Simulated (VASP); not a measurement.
Crystal: CrC3.

```
CELL_PARAMETERS angstrom
3.60164 0.00000 0.00000
0.00000 3.60164 0.00000
0.00000 0.00000 3.60164
ATOMIC_POSITIONS crystal
Cr 0.00000 0.00000 0.00000
C 0.00000 0.50000 0.50000
C 0.50000 0.00000 0.50000
C 0.50000 0.50000 0.00000
```

The cell was built by a generator and needn't be a form met in nature.

The cell isn't the ideal one: species swapped into the VPt3 type (Pm-3m, No. 221).

| Property | Result |
| --- | --- |
| Program | VASP 6.6.1 |
| Task | relaxation of cell and atoms |
| Functional | PBE |
| Potentials or basis | VASP PAW PBE potentials, release 64 (Cr_pv, C) |
| Cutoff | 600 eV |
| k mesh | 6 × 6 × 6 |
| Occupations | gaussian, width 0.1 eV |
| Spin | collinear spin, typed start |
| Starting moments | [3.0, 0.0, 0.0, 0.0] μB |

At the start: pressure -31.7 GPa; volume 11.68 Å³/atom.

Question: How do energy, volume and symmetry change on relaxing?

Answer: Over 6 steps the energy falls by 767.5 meV/atom and the volume is 7.56 Å³/atom (-35.3 %); space group Pm-3m (No. 221, to 0.05 Å); moment 1.44 μB per cell.

The path:
```tsv
step	energy change (eV)	largest force (eV/Å)	pressure (GPa)	volume (Å³)
1	0.0000	0.0000	-31.70	46.72
2	-1.5977	0.0000	-2.30	32.77
3	-3.0085	0.0000	-9.60	32.08
4	-3.0634	0.0000	-3.65	30.72
5	-2.9600	0.0000	17.51	28.11
6	-3.0698	0.0000	-0.39	30.22
```

Final structure:
```xyz
4
Lattice="3.1148 0.0000 0.0000 0.0000 3.1148 0.0000 0.0000 0.0000 3.1148" Properties=species:S:1:pos:R:3 pbc="T T T"
Cr    0.0000    0.0000    0.0000
C     0.0000    1.5574    1.5574
C     1.5574    0.0000    1.5574
C     1.5574    1.5574    0.0000
```

Caveat: the volume moved by over 15 % at a fixed basis, so the end points are rough.
